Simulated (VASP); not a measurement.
VASP runs on MgS (space group Fm-3m) share one base input (PBE GGA, plane waves, VASP's PBE PAW potentials (set 64)) and change the settings named in each case.

### INCAR
```
LASPH = .True.
ALGO = Normal
LREAL = .False.
ENCUT = 300   # plane-wave cut-off (eV)
PREC = Accurate
NELM = 100   # most electronic steps
SIGMA = 0.05
EDIFF = 1E-6
ISIF = 2
GGA = PE
LWAVE = .False.
ISMEAR = 0   # Gaussian
SYSTEM = MgS
LCHARG = .False.
```

KPOINTS:
```
Automatic mesh
0
Gamma
11 11 11
0 0 0
```

**POSCAR**
```
MgS
1.0
  0.0000000000   2.5945030000   2.5945030000
  2.5945030000   0.0000000000   2.5945030000
  2.5945030000   2.5945030000   0.0000000000
Mg S
1 1
Cart
  0.0000000000   0.0000000000   0.0000000000
  2.5945030000   2.5945030000   2.5945030000
```

POTCAR, in this order: Mg S (PBE.64 set). Program: vasp_std.

```json
[
 {"change": "base run", "E(σ→0) (eV/atom)": "-4.2488", "pressure (GPa)": "1.37"},
 {"change": "KPOINTS 9×9×9 Γ-centred mesh", "E(σ→0) (eV/atom)": "-4.2488", "pressure (GPa)": "1.37"},
 {"change": "KPOINTS 9×9×9 Γ-centred mesh shifted by (0.5, 0.5, 0.5)", "E(σ→0) (eV/atom)": "-4.2488", "pressure (GPa)": "1.37"},
 {"change": "KPOINTS 10×10×10 Γ-centred mesh", "E(σ→0) (eV/atom)": "-4.2488", "pressure (GPa)": "1.37"},
 {"change": "KPOINTS 10×10×10 Γ-centred mesh shifted by (0.5, 0.5, 0.5)", "E(σ→0) (eV/atom)": "-4.2488", "pressure (GPa)": "1.37"},
 {"change": "KPOINTS 11×11×11 Γ-centred mesh shifted by (0.5, 0.5, 0.5)", "E(σ→0) (eV/atom)": "-4.2488", "pressure (GPa)": "1.37"},
 {"change": "KPOINTS 12×12×12 Γ-centred mesh", "E(σ→0) (eV/atom)": "-4.2488", "pressure (GPa)": "1.37"},
 {"change": "KPOINTS 12×12×12 Γ-centred mesh shifted by (0.5, 0.5, 0.5)", "E(σ→0) (eV/atom)": "-4.2488", "pressure (GPa)": "1.37"},
 {"change": "KPOINTS 11×11×11 Γ-centred mesh shifted by (0, 0, 0.5)", "E(σ→0) (eV/atom)": "-4.2488", "pressure (GPa)": "1.37"},
 {"change": "KPOINTS 1×1×1 Γ-centred mesh", "E(σ→0) (eV/atom)": "1.3801", "pressure (GPa)": "54.74"},
 {"change": "KPOINTS 2×2×2 Γ-centred mesh", "E(σ→0) (eV/atom)": "-3.5441", "pressure (GPa)": "8.40"},
 {"change": "KPOINTS 3×3×3 Γ-centred mesh", "E(σ→0) (eV/atom)": "-4.1314", "pressure (GPa)": "2.98"},
 {"change": "KPOINTS 4×4×4 Γ-centred mesh", "E(σ→0) (eV/atom)": "-4.2245", "pressure (GPa)": "1.77"}
]
```
 Energies of different potentials or functionals have different zeros.

Left out are runs that ran out of time, are held back, or changed the cell or the kind of run, fixed moments of cells without a moment, rows past the twelfth, gaps on odd meshes, pressures of charged cells and columns that move by less than the noise.

The structure comes from a computed database's MgS entry; how it stands against other phases isn't given here. The cell was not relaxed at this level, its lattice was scaled by up to 2.5 %.
